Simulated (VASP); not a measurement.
Calculation: PBEsol GGA, VASP's PBE PAW potentials (set 64) (plane waves; VASP).

VASP input:

POSCAR:
```
Hf(100) slab
1.0
  4.9922144260   0.0000000000   0.0000000000
  0.0000000000   3.1575338446   0.0000000000
  0.0000000000   0.0000000000  25.7853557677
Hf
8
direct
  0.2500000000   0.5000000000   0.3586020000
  0.7500000000   0.0000000000   0.3232520000
  0.2500000000   0.0000000000   0.4646500000
  0.7500000000   0.5000000000   0.4293010000
  0.2500000000   0.5000000000   0.5706990000
  0.7500000000   0.0000000000   0.5353500000
  0.2500000000   0.0000000000   0.6767480000
  0.7500000000   0.5000000000   0.6413980000
```

INCAR:
```
# general
SYSTEM  = Hf(100) slab
PREC    = Normal
ENCUT   = 400
LREAL   = .FALSE.
LASPH   = .TRUE.

# electronic loop
EDIFF   = 1E-5
NELM    = 100
NELMIN  = 4
ALGO    = Normal
LMAXMIX = 6

# smearing
ISMEAR  = 1
SIGMA   = 0.1

# functional
GGA     = PS

# ions
IBRION  = 2
NSW     = 50
ISIF    = 2
EDIFFG  = -0.03

# output
LWAVE   = .TRUE.
LCHARG  = .FALSE.

# other
LDIPOL  = .TRUE.
IDIPOL  = 3
DIPOL   = 0.5 0.5 0.5
```

**KPOINTS**
```
Automatic mesh
0
Gamma
6 9 1
0 0 0
```

POTCAR, in this order: Hf_pv (PBE.64 set). Program: vasp_std.

Question: What will the output report for the number of irreducible k-points (NKPTS), largest plane-wave count, number of space-group operations, FFT grid (NGX, NGY, NGZ)?

Answer: 
```yaml
number of irreducible k-points (NKPTS): 20
largest_plane_wave_count: 7436
number_of_space_group_operations: 8
FFT grid (NGX, NGY, NGZ): 24 × 16 × 126
```

The cell is a thin slab with vacuum, built from Hf (hcp): (100) face.
